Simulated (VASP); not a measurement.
Given:

```yaml
crystal:
  lattice:
    - [0.00000, 2.31726, 2.31726]
    - [2.36361, 0.00000, 2.31726]
    - [2.36361, 2.31726, 0.00000]
  atoms:
    - { symbol: Hf, position: [0.00000, 0.00000, 0.00000] }
    - { symbol: C, position: [0.50000, 0.50000, 0.50000] }
```

Level of theory: r2SCAN meta-GGA, VASP's PBE PAW potentials (set 64) (plane waves; VASP). Settings: 600 eV cut-off, 12×12×12 Γ-centred mesh, first-order Methfessel-Paxton smearing of 0.10 eV, potentials Hf_pv C.

Unless said otherwise, spin-orbit coupling is left out, though it shifts the bands of the heavy elements here.

Estimate the energy per atom (σ→0), pressure, band gap (on the k-mesh) with the smallest direct gap where there is one.

```json
{
 "band gap (on the k-mesh)": "none (metal, semimetal or under 0.01 eV)",
 "energy per atom (σ→0)": "-2765.7 kJ/mol-atom",
 "pressure": "-4.81 GPa"
}
```

The absolute energy has meaning only against runs of the same code, potentials and settings.

The compound is HfC in the rock salt structure. This cell was strained or had an atom moved on purpose.
